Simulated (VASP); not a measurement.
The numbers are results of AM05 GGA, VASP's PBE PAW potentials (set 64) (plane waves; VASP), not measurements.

A VASP calculation is set up with these files.

File KPOINTS:
```
Automatic mesh
0
Gamma
11 11 11
0 0 0
```

INCAR:
```
! general
SYSTEM =Eu
PREC   =Accurate
ENCUT  =520   ! plane-wave cut-off (eV)
LREAL  =.FALSE.   ! projection in real space or not
LASPH  =.TRUE.   ! aspherical one-centre terms

! electronic loop
EDIFF  =1E-6   ! SCF stop (eV)
NELM   =100   ! most electronic steps
ALGO   =Normal   ! blocked Davidson
LMAXMIX=6   ! l cut-off of mixed one-centre charges

! smearing
ISMEAR =1   ! Methfessel-Paxton
SIGMA  =0.1   ! width (eV)

! functional
GGA    =AM   ! AM05

! ions
IBRION =2   ! conjugate gradients
NSW    =60   ! most ionic steps
ISIF   =3   ! ions, shape and volume
EDIFFG =-0.01   ! ionic stop

! output
LWAVE  =.FALSE.
LCHARG =.FALSE.
```

**POSCAR**
```
Eu
1
   -2.1841003651     2.1841003651     2.1841003651
    2.1841003651    -2.1841003651     2.1841003651
    2.1841003651     2.1841003651    -2.1841003651
Eu
1
Direct
  0.0000000000   0.0000000000   0.0000000000
```

POTCAR, in this order: Eu_2 (PBE.64 set). Program: vasp_std.

Output

OSZICAR:
```
       N       E                     dE             d eps       ncg     rms          rms(c)
DAV:   1     0.106043166206E+02    0.10604E+02   -0.39048E+03   904   0.825E+02
DAV:   2    -0.174355660350E+01   -0.12348E+02   -0.12191E+02  1240   0.110E+02
DAV:   3    -0.192528305126E+01   -0.18173E+00   -0.16643E+00  1200   0.102E+01
DAV:   4    -0.192692363825E+01   -0.16406E-02   -0.16394E-02  1448   0.144E+00
DAV:   5    -0.192692828630E+01   -0.46481E-05   -0.46479E-05  1240   0.566E-02    0.712E+00
DAV:   6    -0.194054864793E+01   -0.13620E-01   -0.12417E-03  1376   0.469E-01    0.424E+00
DAV:   7    -0.194762416048E+01   -0.70755E-02   -0.28189E-03  1232   0.709E-01    0.597E-02
DAV:   8    -0.194759096248E+01    0.33198E-04   -0.94530E-05  1520   0.934E-02    0.122E-02
DAV:   9    -0.194758974359E+01    0.12189E-05   -0.55497E-06  1464   0.248E-02    0.534E-03
DAV:  10    -0.194758952141E+01    0.22218E-06   -0.42645E-07   640   0.579E-03
   1 F= -.19475895E+01 E0= -.19476269E+01  d E =-.194759E+01
       N       E                     dE             d eps       ncg     rms          rms(c)
DAV:   1    -0.194871255034E+01   -0.11228E-02   -0.21125E-02  1008   0.152E+00    0.128E-01
DAV:   2    -0.194804714233E+01    0.66541E-03   -0.66553E-04  1368   0.266E-01    0.690E-02
DAV:   3    -0.194776606781E+01    0.28107E-03   -0.83223E-04  1384   0.280E-01    0.328E-02
DAV:   4    -0.194776614572E+01   -0.77906E-07   -0.74849E-06  1200   0.248E-02
   2 F= -.19477661E+01 E0= -.19478240E+01  d E =-.176624E-03
       N       E                     dE             d eps       ncg     rms          rms(c)
DAV:   1    -0.195171438098E+01   -0.39483E-02   -0.87503E-02   992   0.309E+00    0.263E-01
DAV:   2    -0.194894596800E+01    0.27684E-02   -0.27887E-03  1368   0.543E-01    0.141E-01
DAV:   3    -0.194778128534E+01    0.11647E-02   -0.34667E-03  1384   0.572E-01    0.670E-02
DAV:   4    -0.194778026308E+01    0.10223E-05   -0.31606E-05  1224   0.506E-02    0.278E-02
DAV:   5    -0.194778081446E+01   -0.55138E-06   -0.70537E-06  1424   0.241E-02
   3 F= -.19477808E+01 E0= -.19478794E+01  d E =-.191293E-03
       N       E                     dE             d eps       ncg     rms          rms(c)
DAV:   1    -0.194837613982E+01   -0.59588E-03   -0.12288E-02  1016   0.116E+00    0.977E-02
DAV:   2    -0.194799347780E+01    0.38266E-03   -0.38672E-04  1368   0.204E-01    0.524E-02
DAV:   3    -0.194783174362E+01    0.16173E-03   -0.48153E-04  1384   0.213E-01    0.250E-02
DAV:   4    -0.194783085741E+01    0.88621E-06   -0.42758E-06  1112   0.188E-02
   4 F= -.19478309E+01 E0= -.19479144E+01  d E =-.241336E-03
```

OUTCAR:
```
------------------------ aborting loop because EDIFF is reached ----------------------------------------
  FORCE on cell =-STRESS in cart. coord.  units (eV):
  Direction    XX          YY          ZZ          XY          YZ          ZX
  --------------------------------------------------------------------------------------
  Total        0.0078819      0.0078819      0.0078819     -0.0000000      0.0000000     -0.0000000
  in kB        0.3070259      0.3070259      0.3070259     -0.0000000      0.0000000     -0.0000000
  external PRESSURE =       0.3070259 kB  Pullay stress =       0.0000000 kB
  volume of cell :       41.13
      direct lattice vectors                 reciprocal lattice vectors
    -2.174551268  2.174551268  2.174551268     0.000000000  0.229932496  0.229932496
     2.174551268 -2.174551268  2.174551268     0.229932496  0.000000000  0.229932496
     2.174551268  2.174551268 -2.174551268     0.229932496  0.229932496  0.000000000
 POSITION                                       TOTAL-FORCE (eV/Angst)
 -----------------------------------------------------------------------------------
      0.00000      0.00000     -0.00000        -0.000000      0.000000      0.000000
 -----------------------------------------------------------------------------------
    total drift:                                0.000000      0.000000      0.000000
  FREE ENERGIE OF THE ION-ELECTRON SYSTEM (eV)
  ---------------------------------------------------
  free  energy   TOTEN  =        -1.9478308574 eV

  energy  without entropy=       -1.9480814679  energy(sigma->0) =       -1.94791439

 reached required accuracy - stopping structural energy minimisation
```
(Selected blocks of OUTCAR.)

**CONTCAR**
```
Eu
   1.00000000000000
    -2.1745512682045050    2.1745512682045050    2.1745512682045050
     2.1745512682045050   -2.1745512682045050    2.1745512682045050
     2.1745512682045050    2.1745512682045050   -2.1745512682045050
  Eu
     1
Direct
     0.0000000000000000    0.0000000000000000    0.0000000000000000
```

The 4f electrons are frozen in the core of the lanthanide potential, so 4f levels, which can set the real gap, and their magnetism are missing.

The compound is Eu in the bcc structure. This run relaxes it. Symmetry was kept, so distortions that lower it aren't found. The start is the result of an earlier pass.
